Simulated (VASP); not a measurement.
# Ga2SnSe (P-4m2) in VASP: density of states with PBE

Aim: the density of states of Ga2SnSe with PBE.

Everything below comes from runs of VASP 6.6.1. Logs are shortened: lines on timing, memory, paths and dates and some standing lists are left out, and cuts for length are marked.

### 1 The structure

It takes space group P-4m2 (No. 115, tetragonal). The conventional cell has a = 4.446 Å, b = 4.446 Å, c = 5.766 Å, α = 90.00°, β = 90.00°, γ = 90.00°. Around Ga (site symmetry 2mm) lie 2 Sn at 2.63 Å and 2 Se at 2.67 Å. Sn (site symmetry -4m2) has 4 Ga at 2.63 Å as nearest neighbours. Se (site symmetry -4m2) is surrounded by 4 Ga at 2.67 Å.

The cell was built by a generator and needn't be a form met in nature.

### 2 Density of states, PBE

POSCAR

```
Ga2SnSe
1.0
    4.4460000000      0.0000000000      0.0000000000
    0.0000000000      4.4460000000      0.0000000000
    0.0000000000      0.0000000000      5.7660600000
Ga Sn Se
2 1 1
Direct
    0.0000000000      0.5000000000      0.2572480000
    0.5000000000      0.0000000000      0.7427520000
    0.5000000000      0.5000000000      0.5000000000
    0.0000000000      0.0000000000      0.0000000000
```

INCAR.step1

```
SYSTEM = Ga2SnSe
PREC = Accurate
ENCUT = 520
EDIFF = 1E-7
ISMEAR = 0
SIGMA = 0.1
LREAL = .FALSE.
LASPH = .TRUE.
NELM = 80
ALGO = Fast
ISIF = 2
LWAVE = .FALSE.
LCHARG = .TRUE.
GGA = PE
KPAR = 2
```

KPOINTS.step1

```
Automatic mesh
0
G
  8 8 6
  0 0 0
```

INCAR.step2

```
SYSTEM = Ga2SnSe
PREC = Accurate
ENCUT = 520
EDIFF = 1E-7
ISMEAR = -5
SIGMA = 0.1
LREAL = .FALSE.
LASPH = .TRUE.
NELM = 80
ALGO = Fast
ISIF = 2
LWAVE = .FALSE.
LCHARG = .FALSE.
GGA = PE
LORBIT = 10
KPAR = 2
NEDOS = 2001
ICHARG = 11
```

KPOINTS.step2

```
Automatic mesh
0
G
  12 12 9
  0 0 0
```

Potentials or basis: VASP PAW PBE potentials, release 64 (Ga_d, Sn_d, Se).

Run with:

```sh
$ cat potpaw_PBE.64/Ga_d/POTCAR potpaw_PBE.64/Sn_d/POTCAR potpaw_PBE.64/Se/POTCAR > POTCAR
$ cp INCAR.step1 INCAR
$ cp KPOINTS.step1 KPOINTS
$ mpirun -np 2 vasp_std > vasp.out
$ cp INCAR.step2 INCAR
$ cp KPOINTS.step2 KPOINTS
$ mpirun -np 2 vasp_std > vasp.out
```

OUTCAR:

```text
SYSTEM = Ga2SnSe
   PREC = Accurate
   ENCUT = 520
   EDIFF = 1E-7
   ISMEAR = -5
   LREAL = .FALSE.
   LASPH = .TRUE.
   NELM = 80
   ISIF = 2
   GGA = PE
   LORBIT = 10
   ICHARG = 11

 ion  position               nearest neighbor table
   1  0.000  0.500  0.257-   3 2.63   3 2.63   4 2.67   4 2.67
   2  0.500  0.000  0.743-   3 2.63   3 2.63   4 2.67   4 2.67
   3  0.500  0.500  0.500-   1 2.63   2 2.63   2 2.63   1 2.63
   4  0.000  0.000  0.000-   1 2.67   2 2.67   1 2.67   2 2.67

  LATTYP: Found a simple tetragonal cell.
 ALAT       =     4.4460000000
 C/A-ratio  =     1.2969095816

  Lattice vectors:

 A1 = (   4.4460000000,   0.0000000000,   0.0000000000)
 A2 = (   0.0000000000,   4.4460000000,   0.0000000000)
 A3 = (   0.0000000000,   0.0000000000,   5.7660600000)

Analysis of symmetry for initial positions (statically):
=====================================================================
 Subroutine PRICEL returns:
 Original cell was already a primitive cell.

 Routine SETGRP: Setting up the symmetry group for a
 simple tetragonal supercell.

 Subroutine GETGRP returns: Found  8 space group operations
 (whereof  8 operations were pure point group operations)
 out of a pool of 16 trial point group operations.

The static configuration has the point symmetry D_2d.

Analysis of symmetry for dynamics (positions and initial velocities):
=====================================================================
 Subroutine PRICEL returns:
 Original cell was already a primitive cell.

 Routine SETGRP: Setting up the symmetry group for a
 simple tetragonal supercell.

 Subroutine GETGRP returns: Found  8 space group operations
 (whereof  8 operations were pure point group operations)
 out of a pool of 16 trial point group operations.

The dynamic configuration has the point symmetry D_2d.

 Subroutine INISYM returns: Found  8 space group operations
 (whereof  8 operations are pure point group operations),
 and found     1 'primitive' translations

----------------------------------------------------------------------------------------

                                     Primitive cell

  volume of cell :     113.9772

  direct lattice vectors                    reciprocal lattice vectors
     4.446000000  0.000000000  0.000000000     0.224921278  0.000000000  0.000000000
     0.000000000  4.446000000  0.000000000     0.000000000  0.224921278  0.000000000
     0.000000000  0.000000000  5.766060000     0.000000000  0.000000000  0.173428650

  length of vectors
     4.446000000  4.446000000  5.766060000     0.224921278  0.224921278  0.173428650

  position of ions in fractional coordinates (direct lattice)
     0.000000000  0.500000000  0.257248000
     0.500000000  0.000000000  0.742752000
     0.500000000  0.500000000  0.500000000
     0.000000000  0.000000000  0.000000000

  ion indices of the primitive-cell ions
   primitive index   ion index
                 1           1
                 2           2
                 3           3
                 4           4

----------------------------------------------------------------------------------------

 KPOINTS: Automatic mesh

Automatic generation of k-mesh.
 Grid dimensions read from file:
 generate k-points for:   12   12    9

 Generating k-lattice:

  Cartesian coordinates                     Fractional coordinates (reciprocal lattice)
     0.018743440  0.000000000  0.000000000     0.083333333  0.000000000  0.000000000
     0.000000000  0.018743440  0.000000000     0.000000000  0.083333333  0.000000000
     0.000000000  0.000000000  0.019269850     0.000000000  0.000000000  0.111111111

  Length of vectors
     0.018743440  0.018743440  0.019269850

  Shift w.r.t. Gamma in fractional coordinates (k-lattice)
     0.000000000  0.000000000  0.000000000

 TETIRR: Found   1950 inequivalent tetrahedra from     7776

 Subroutine IBZKPT returns following result:
 ===========================================

 Found    140 irreducible k-points:

 Following reciprocal coordinates:
            Coordinates               Weight
  0.000000  0.000000  0.000000      1.000000
  0.083333  0.000000  0.000000      4.000000
  0.166667  0.000000  0.000000      4.000000
  0.250000  0.000000  0.000000      4.000000
  0.333333  0.000000  0.000000      4.000000
  0.416667  0.000000  0.000000      4.000000
[... 16 lines left out ...]
  0.333333  0.333333  0.000000      4.000000
  0.416667  0.333333  0.000000      8.000000
 [... further k-points ...]
   k-points           NKPTS =    140   k-points in BZ     NKDIM =    140   number of bands    NBANDS=     27
   number of dos      NEDOS =   2001   number of ions     NIONS =      4
   total plane-waves  NPLWV =  62208
   dimension x,y,z NGX =    36 NGY =   36 NGZ =   48
   dimension x,y,z NGXF=    72 NGYF=   72 NGZF=   96
   ions per type =               2   1   1
   NGX,Y,Z   is equivalent  to a cutoff of  13.46, 13.46, 13.84 a.u.
   NGXF,Y,Z  is equivalent  to a cutoff of  26.92, 26.92, 27.68 a.u.
 SYSTEM =  Ga2SnSe
   PREC   = accura    normal or accurate (medium, high low for compatibility)
   ISTART =      0    job   : 0-new  1-cont  2-samecut
   ICHARG =     11    charge: 1-file 2-atom 10-const
   ISPIN  =      1    spin polarized calculation?
   LNONCOLLINEAR =      F non collinear calculations
   LSORBIT =      F    spin-orbit coupling
   LASPH  =      T    aspherical Exc in radial PAW
   ENCUT  =  520.0 eV  38.22 Ry    6.18 a.u.   8.27  8.27 10.72*2*pi/ulx,y,z
   NELM   =     80;   NELMIN=  2; NELMDL=  0     # of ELM steps
   EDIFF  = 0.1E-06   stopping-criterion for ELM
   LREAL  =      F    real-space projection
   EDIFFG = 0.1E-05   stopping-criterion for IOM
   NSW    =      0    number of steps for IOM
   IBRION =     -1    ionic relax: 0-MD 1-quasi-New 2-CG
   NFREE  =      0    steps in history (QN), initial steepest desc. (CG)
   ISIF   =      2    stress and relaxation
   ISYM   =      2    0-nonsym 1-usesym 2-fastsym
   POTIM  = 0.5000    time-step for ionic-motion
   TEBEG  =    0.0;   TEEND  =   0.0 temperature during run
   PSTRESS=    0.0 pullay stress
   NELECT =      46.0000    total number of electrons
   NUPDOWN=      -1.0000    fix difference up-down
   EMIN   =  10.00;   EMAX   =-10.00  energy-range for DOS
   EFERMI =   0.00;   METHOD = LEGACY
   ISMEAR =    -5;   SIGMA  =   0.10  broadening in eV -4-tet -1-fermi 0-gaus
   EFERMI_NEDOS =   21; number of points for ismear=-14 and -15
   IALGO  =     68    algorithm
   IMIX   =      4    mixing-type and parameters
     AMIX     =   0.40;   BMIX     =  1.00
     AMIX_MAG =   1.60;   BMIX_MAG =  1.00
  volume/ion in A,a.u.               =      28.49       192.29
  Fermi-wavevector in a.u.,A,eV,Ry     =   1.209822  2.286232 19.914424  1.463669
  Thomas-Fermi vector in A             =   2.345387
   LORBIT       =     10    0 simple, 1 ext, 2 COOP (PROOUT), +10 PAW based schemes
   GGA     = PE    functional components
   LHFCALC =     F    Hartree Fock is set to
   AEXX    =    0.0000 exact exchange contribution
   IVDW    =     0    specifies the selected vdW correction
   LEPSILON=     F    determine dielectric tensor
   LRPA    =     F    only Hartree local field effects (RPA)
 non-spin polarized calculation
 RMM-DIIS sequential band-by-band and
 Fermi weights with tetrahedron method with Bloechl corrections
  energy-cutoff  :      520.00
  volume of cell :      113.98
 maximum number of plane-waves:      3097
 NGX is ok and might be reduce to    36

 number of electron      45.9999975 magnetization

 Free energy of the ion-electron system (eV)
  ---------------------------------------------------
  ext. energy  EPLUGINS =         0.00000000
  ---------------------------------------------------
  free energy    TOTEN  =       -13.88154322 eV

  energy without entropy =      -13.88154322  energy(sigma->0) =      -13.88154322

 E-fermi :   3.5697     XC(G=0):  -8.9038

 val. band max:        3.5961556125   @ k =   0.1667   0.0000   0.0000
 cond. band min:       3.5493926685   @ k =   0.4167   0.0000   0.4444
 fundamental gap:     -0.0467629440
 Fermi energy:         3.5697220092

 k-point     1 :       0.0000    0.0000    0.0000
  band No.  band energies     occupation
      1     -17.2556      2.00000
      2     -17.2224      2.00000
      3     -17.2224      2.00000
      4     -17.1971      2.00000
      5     -17.1899      2.00000
      6     -11.4412      2.00000
[... 19 lines left out ...]
     26       5.3424      0.00000
     27       6.7106      0.00000

 k-point     2 :       0.0833    0.0000    0.0000
  band No.  band energies     occupation
      1     -17.2550      2.00000
      2     -17.2228      2.00000
      3     -17.2224      2.00000
      4     -17.1972      2.00000
      5     -17.1897      2.00000
      6     -11.4443      2.00000
[... 19 lines left out ...]
     26       5.6575      0.00000
     27       6.8363      0.00000

 k-point     3 :       0.1667    0.0000    0.0000
  band No.  band energies     occupation
      1     -17.2535      2.00000
      2     -17.2240      2.00000
      3     -17.2224      2.00000
      4     -17.1976      2.00000
      5     -17.1890      2.00000
      6     -11.4522      2.00000
[... 19 lines left out ...]
     26       6.0798      0.00000
     27       6.9899      0.00000

 k-point     4 :       0.2500    0.0000    0.0000
  band No.  band energies     occupation
      1     -17.2515      2.00000
      2     -17.2257      2.00000
      3     -17.2225      2.00000
      4     -17.1982      2.00000
      5     -17.1880      2.00000
      6     -11.4620      2.00000
[... 19 lines left out ...]
     26       6.4811      0.00000
     27       7.1984      0.00000

 k-point     5 :       0.3333    0.0000    0.0000
  band No.  band energies     occupation
      1     -17.2495      2.00000
      2     -17.2273      2.00000
      3     -17.2226      2.00000
      4     -17.1988      2.00000
      5     -17.1871      2.00000
      6     -11.4710      2.00000
[... 19 lines left out ...]
     26       6.9123      0.00000
     27       7.3689      0.00000

 k-point     6 :       0.4167    0.0000    0.0000
  band No.  band energies     occupation
      1     -17.2480      2.00000
      2     -17.2285      2.00000
      3     -17.2226      2.00000
      4     -17.1992      2.00000
      5     -17.1864      2.00000
      6     -11.4772      2.00000
[... 444 lines left out ...]
      1     -17.2437      2.00000
      2     -17.2286      2.00000
      3     -17.2258      2.00000
      4     -17.2005      2.00000
      5     -17.1847      2.00000
      6     -11.4972      2.00000
[... 19 lines left out ...]
     26       6.3659      0.00000
     27       7.1689      0.00000

 k-point    22 :       0.5000    0.2500    0.0000
  band No.  band energies     occupation
      1     -17.2431      2.00000
      2     -17.2290      2.00000
      3     -17.2259      2.00000
      4     -17.2006      2.00000
      5     -17.1845      2.00000
      6     -11.4993      2.00000
[... 19 lines left out ...]
     26       6.2453      0.00000
     27       6.9795      0.00000

 k-point    23 :       0.3333    0.3333    0.0000
  band No.  band energies     occupation
      1     -17.2431      2.00000
      2     -17.2275      2.00000
      3     -17.2274      2.00000
      4     -17.2007      2.00000
      5     -17.1845      2.00000
      6     -11.4998      2.00000
[... 19 lines left out ...]
     26       6.2548      0.00000
     27       7.0243      0.00000

 k-point    24 :       0.4167    0.3333    0.0000
  band No.  band energies     occupation
      1     -17.2415      2.00000
      2     -17.2286      2.00000
      3     -17.2274      2.00000
      4     -17.2011      2.00000
      5     -17.1839      2.00000
      6     -11.5058      2.00000
[... 19 lines left out ...]
     26       5.8746      0.00000
     27       6.6018      0.00000

 [... further k-points ...]
[... 5 lines left out ...]
  --------------------------------------------------------------------------------------
  -------------------------------------------------------------------------------------
  Total       -0.0340968     -0.0340968     -0.0010411      0.0000000      0.0000000      0.0000000
  in kB       -0.4792981     -0.4792981     -0.0146353      0.0000000      0.0000000      0.0000000
  external PRESSURE =      -0.3244105 kB  Pullay stress =       0.0000000 kB

 VOLUME and BASIS-vectors are now :
 -----------------------------------------------------------------------------
  energy-cutoff  :      520.00
  volume of cell :      113.98
      direct lattice vectors                 reciprocal lattice vectors
     4.446000000  0.000000000  0.000000000     0.224921278  0.000000000  0.000000000
     0.000000000  4.446000000  0.000000000     0.000000000  0.224921278  0.000000000
     0.000000000  0.000000000  5.766060000     0.000000000  0.000000000  0.173428650

 POSITION                                       TOTAL-FORCE (eV/Angst)
 -----------------------------------------------------------------------------------
      0.00000      2.22300      1.48331         0.000000     -0.000000      0.011283
      2.22300      0.00000      4.28275        -0.000000     -0.000000     -0.011283
      2.22300      2.22300      2.88303         0.000000      0.000000      0.000000
      0.00000      0.00000      0.00000         0.000000     -0.000000      0.000000
 -----------------------------------------------------------------------------------
    total drift:                                0.000000      0.000000      0.000000

  FREE ENERGIE OF THE ION-ELECTRON SYSTEM (eV)
  ---------------------------------------------------
  free  energy   TOTEN  =       -13.8815432157 eV

  energy  without entropy=      -13.8815432157  energy(sigma->0) =      -13.88154322

 total charge

# of ion       s       p       d       tot
------------------------------------------
    1        0.950   0.635   9.958  11.543
    2        0.950   0.635   9.958  11.543
    3        1.159   1.301   9.963  12.423
    4        1.466   2.297   0.022   3.785
--------------------------------------------------
tot          4.525   4.868  29.901  39.294
```

Wall time 3.3 min (2 MPI ranks of Intel Xeon Platinum 8488C (Sapphire Rapids), shared host); peak memory 0.55 GiB.

Results:

| Quantity | Value |
| --- | --- |
| Valence electrons inside the program's atomic spheres | Ga 11.54; Sn 12.42; Se 3.79 |

States per cell in windows of 0.5 eV (zero at the Fermi level; states under -8 eV left out):
| from (eV) | total | Se4_p | Sn3_p | Ga1_p | Ga2_p | Ga1_s | Ga2_s |
| --- | --- | --- | --- | --- | --- | --- | --- |
| -8.0 | 0.35 | 0.01 | 0.00 | 0.01 | 0.01 | 0.04 | 0.04 |
| -7.5 | 0.15 | 0.00 | 0.00 | 0.00 | 0.00 | 0.01 | 0.01 |
| -7.0 | 0.06 | 0.01 | 0.00 | 0.00 | 0.00 | 0.01 | 0.01 |
| -6.5 | 1.53 | 0.15 | 0.09 | 0.01 | 0.01 | 0.31 | 0.31 |
| -6.0 | 0.68 | 0.07 | 0.03 | 0.01 | 0.01 | 0.10 | 0.10 |
| -5.5 | 0.55 | 0.07 | 0.02 | 0.02 | 0.02 | 0.06 | 0.06 |
| -5.0 | 0.44 | 0.07 | 0.01 | 0.01 | 0.01 | 0.04 | 0.04 |
| -4.5 | 0.33 | 0.07 | 0.01 | 0.01 | 0.01 | 0.02 | 0.02 |
| -4.0 | 1.26 | 0.41 | 0.02 | 0.06 | 0.06 | 0.01 | 0.01 |
| -3.5 | 1.13 | 0.39 | 0.04 | 0.05 | 0.05 | 0.01 | 0.01 |
| -3.0 | 1.65 | 0.41 | 0.15 | 0.09 | 0.09 | 0.06 | 0.06 |
| -2.5 | 0.93 | 0.21 | 0.10 | 0.05 | 0.05 | 0.04 | 0.04 |
| -2.0 | 0.59 | 0.10 | 0.09 | 0.04 | 0.04 | 0.02 | 0.02 |
| -1.5 | 1.18 | 0.14 | 0.26 | 0.09 | 0.09 | 0.02 | 0.02 |
| -1.0 | 1.12 | 0.12 | 0.27 | 0.09 | 0.09 | 0.01 | 0.01 |
| -0.5 | 0.54 | 0.03 | 0.16 | 0.05 | 0.05 | 0.00 | 0.00 |
| 0.0 | 0.30 | 0.03 | 0.02 | 0.02 | 0.02 | 0.02 | 0.02 |
| 0.5 | 0.64 | 0.08 | 0.04 | 0.04 | 0.04 | 0.05 | 0.05 |
| 1.0 | 0.72 | 0.09 | 0.03 | 0.04 | 0.04 | 0.05 | 0.05 |
| 1.5 | 0.51 | 0.04 | 0.04 | 0.03 | 0.03 | 0.03 | 0.03 |
| 2.0 | 1.47 | 0.08 | 0.14 | 0.11 | 0.11 | 0.08 | 0.08 |
| 2.5 | 1.27 | 0.10 | 0.11 | 0.09 | 0.09 | 0.07 | 0.07 |
| 3.0 | 1.08 | 0.08 | 0.04 | 0.12 | 0.12 | 0.02 | 0.02 |
| 3.5 | 1.20 | 0.09 | 0.03 | 0.15 | 0.15 | 0.01 | 0.01 |
| 4.0 | 0.68 | 0.04 | 0.03 | 0.07 | 0.07 | 0.01 | 0.01 |
| 4.5 | 0.13 | 0.01 | 0.01 | 0.01 | 0.01 | 0.00 | 0.00 |
| 5.0 | 0.00 | 0.00 | 0.00 | 0.00 | 0.00 | 0.00 | 0.00 |
| 5.5 | 0.00 | 0.00 | 0.00 | 0.00 | 0.00 | 0.00 | 0.00 |

Caveat: tetrahedron occupations give inexact forces and stress in metals.
